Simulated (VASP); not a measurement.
All values below come from RPBE GGA, VASP's PBE PAW potentials (set 64) (plane waves; VASP).

VASP ran on this input.

File KPOINTS:
```
Automatic mesh
0
Gamma
11 11 11
0 0 0
```

### INCAR
```
LWAVE  =  .FALSE.
ISIF  =  2   # forces and stress, cell fixed
SYSTEM  =  MgO
GGA  =  RP   # RPBE
EDIFF  =  1E-7   # SCF stop (eV)
PREC  =  Accurate
LCHARG  =  .FALSE.
ALGO  =  Normal   # blocked Davidson
SIGMA  =  0.05   # width (eV)
NELM  =  100   # most electronic steps
ENCUT  =  520
ISMEAR  =  0
LASPH  =  .TRUE.
LREAL  =  .FALSE.   # projection in real space or not
```

File POSCAR:
```
MgO
2.9710690
  0.0000000000   0.7071067568   0.7071067568
  0.7071067568   0.0000000000   0.7071067568
  0.7071067568   0.7071067568   0.0000000000
Mg O
1 1
direct
  0.0000000000   0.0000000000   0.0000000000
  0.5000000000   0.5000000000   0.5000000000
```

POTCAR, in this order: Mg O (PBE.64 set). Program: vasp_std.

The run wrote:

File OSZICAR:
```
       N       E                     dE             d eps       ncg     rms          rms(c)
DAV:   1     0.126242506623E+02    0.12624E+02   -0.49458E+03  1072   0.898E+02
DAV:   2    -0.124370157853E+02   -0.25061E+02   -0.24314E+02  1080   0.139E+02
DAV:   3    -0.127536968242E+02   -0.31668E+00   -0.31668E+00  1176   0.172E+01
DAV:   4    -0.127540763121E+02   -0.37949E-03   -0.37949E-03  1216   0.566E-01
DAV:   5    -0.127540766039E+02   -0.29184E-06   -0.29184E-06  1208   0.108E-02    0.727E+00
DAV:   6    -0.112072058423E+02    0.15469E+01   -0.97913E+00   896   0.224E+01    0.225E+00
DAV:   7    -0.112046919178E+02    0.25139E-02   -0.36504E-02  1000   0.249E+00    0.135E+00
DAV:   8    -0.112086298789E+02   -0.39380E-02   -0.30837E-02   896   0.261E+00    0.155E-01
DAV:   9    -0.112086263532E+02    0.35257E-05   -0.62998E-04  1304   0.208E-01    0.680E-02
DAV:  10    -0.112088224822E+02   -0.19613E-03   -0.26241E-04   912   0.174E-01    0.116E-02
DAV:  11    -0.112088223121E+02    0.17013E-06   -0.74873E-06  1304   0.282E-02    0.242E-03
DAV:  12    -0.112088222433E+02    0.68794E-07   -0.18987E-07   976   0.660E-03
   1 F= -.11208822E+02 E0= -.11208822E+02  d E =-.433955E-15
```

**OUTCAR**
```
------------------------ aborting loop because EDIFF is reached ----------------------------------------
  FORCE on cell =-STRESS in cart. coord.  units (eV):
  Direction    XX          YY          ZZ          XY          YZ          ZX
  --------------------------------------------------------------------------------------
  Total        1.1555739      1.1555739      1.1555739     -0.0000000      0.0000000      0.0000000
  in kB       99.8355291     99.8355291     99.8355291     -0.0000000      0.0000000      0.0000000
  external PRESSURE =      99.8355291 kB  Pullay stress =       0.0000000 kB
  volume of cell :       18.54
      direct lattice vectors                 reciprocal lattice vectors
     0.000000000  2.100862965  2.100862965    -0.237997436  0.237997436  0.237997436
     2.100862965  0.000000000  2.100862965     0.237997436 -0.237997436  0.237997436
     2.100862965  2.100862965  0.000000000     0.237997436  0.237997436 -0.237997436
  FREE ENERGIE OF THE ION-ELECTRON SYSTEM (eV)
  ---------------------------------------------------
  free  energy   TOTEN  =       -11.2088222433 eV

  energy  without entropy=      -11.2088222433  energy(sigma->0) =      -11.20882224
```
(Selected blocks of OUTCAR.)

OUTCAR:
```
 val. band max:        3.4014471105   @ k =   0.0000   0.0000   0.0000

 cond. band min:       8.3021424800   @ k =   0.0000   0.0000   0.0000


 Fermi energy:         3.6549739446

 k-point     1 :       0.0000    0.0000    0.0000
  band No.  band energies     occupation
      1     -13.9747      2.00000
      2       3.4014      2.00000
      3       3.4014      2.00000
      4       3.4014      2.00000
      5       8.3021      0.00000
      6      19.3731      0.00000
      7      19.3731      0.00000
      8      19.3731      0.00000

 k-point     2 :       0.0909    0.0000    0.0000
  band No.  band energies     occupation
      1     -13.8872      2.00000
      2       2.8570      2.00000
      3       3.3449      2.00000
      4       3.3449      2.00000
      5       8.8297      0.00000
      6      18.2724      0.00000
      7      19.5771      0.00000
      8      19.5771      0.00000

 k-point     3 :       0.1818    0.0000    0.0000
  band No.  band energies     occupation
      1     -13.6427      2.00000
      2       1.6933      2.00000
      3       3.1974      2.00000
      4       3.1974      2.00000
      5       9.9042      0.00000
      6      16.8223      0.00000
      7      20.0329      0.00000
      8      20.0329      0.00000

 k-point     4 :       0.2727    0.0000    0.0000
  band No.  band energies     occupation
      1     -13.2980      2.00000
      2       0.4563      2.00000
      3       3.0126      2.00000
      4       3.0126      2.00000
      5      10.8575      0.00000
      6      16.0155      0.00000
      7      20.2715      0.00000
      8      20.2715      0.00000

 k-point     5 :       0.3636    0.0000    0.0000
  band No.  band energies     occupation
      1     -12.9501      2.00000
      2      -0.5555      2.00000
      3       2.8502      2.00000
      4       2.8502      2.00000
      5      11.3324      0.00000
      6      15.9525      0.00000
      7      20.1311      0.00000
...
```

The compound is MgO in the rock salt structure. This cell is one point of a volume scan, at 0.94 of the reference volume.
